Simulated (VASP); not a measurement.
AlGa7N8:

```
CELL_PARAMETERS angstrom
0.00000 0.00000 -5.14921
3.16966 5.49002 0.00000
3.16966 -5.49002 0.00000
ATOMIC_POSITIONS crystal
Al 0.00000 0.16667 0.33333
Ga 0.00000 0.16667 0.83333
Ga 0.00000 0.66667 0.33333
Ga 0.00000 0.66667 0.83333
Ga 0.50000 0.33333 0.66667
Ga 0.50000 0.33333 0.16667
Ga 0.50000 0.83333 0.66667
Ga 0.50000 0.83333 0.16667
N 0.62500 0.16667 0.33333
N 0.62500 0.16667 0.83333
N 0.62500 0.66667 0.33333
N 0.62500 0.66667 0.83333
N 0.12500 0.33333 0.66667
N 0.12500 0.33333 0.16667
N 0.12500 0.83333 0.66667
N 0.12500 0.83333 0.16667
```

The cell was built by a generator and needn't be a form met in nature.

```yaml
Program: VASP 6.6.1
Task: relaxation of cell and atoms
Functional: PBEsol
Potentials_or_basis: VASP PAW PBE potentials, release 64 (Al, Ga_d, N)
Cutoff: 600 eV
k_mesh: 6 × 6 × 5
Occupations: gaussian, width 0.03 eV
Spin: no spin polarisation
```

At the start: pressure 0.8 GPa; volume 11.20 Å³/atom.

Where does the relaxation end?

Over 11 steps the energy falls by 5.0 meV/atom and the volume is 11.24 Å³/atom (+0.3 %); space group P3m1 (No. 156, to 0.05 Å).

Step by step:
```tsv
step	energy change (eV)	largest force (eV/Å)	pressure (GPa)	volume (Å³)
1	0.0000	0.8975	0.76	179.21
2	-0.0692	0.2396	-0.79	180.59
3	-0.0718	0.2441	-0.58	180.36
4	-0.0789	0.0716	0.32	179.50
5	-0.0794	0.0656	0.12	179.68
6	-0.0800	0.0331	-0.04	179.84
7	-0.0801	0.0305	-0.02	179.82
8	-0.0801	0.0312	-0.04	179.82
9	-0.0801	0.0129	0.03	179.78
10	-0.0801	0.0113	0.03	179.77
11	-0.0801	0.0051	-0.06	179.82
```

Final structure:
```
Al Ga N
1.0
     0.00000    0.00000   -5.16152
     3.17126    5.49279    0.00000
     3.17126   -5.49279    0.00000
Al Ga N
1 7 8
Direct
  0.00159 0.16667 0.33333
  0.00115 0.16725 0.83362
  0.00115 0.66638 0.33275
  0.00115 0.66638 0.83362
  0.50060 0.33254 0.66508
  0.50060 0.33254 0.16746
  0.50100 0.83333 0.66667
  0.50060 0.83492 0.16746
  0.63351 0.16667 0.33333
  0.62320 0.16723 0.83362
  0.62320 0.66638 0.33277
  0.62320 0.66638 0.83362
  0.12173 0.32995 0.65990
  0.12173 0.32995 0.17005
  0.12386 0.83333 0.66667
  0.12173 0.84010 0.17005
```

Caveat: the PAW data sets were made with another functional, which shifts forces and pressure a little.
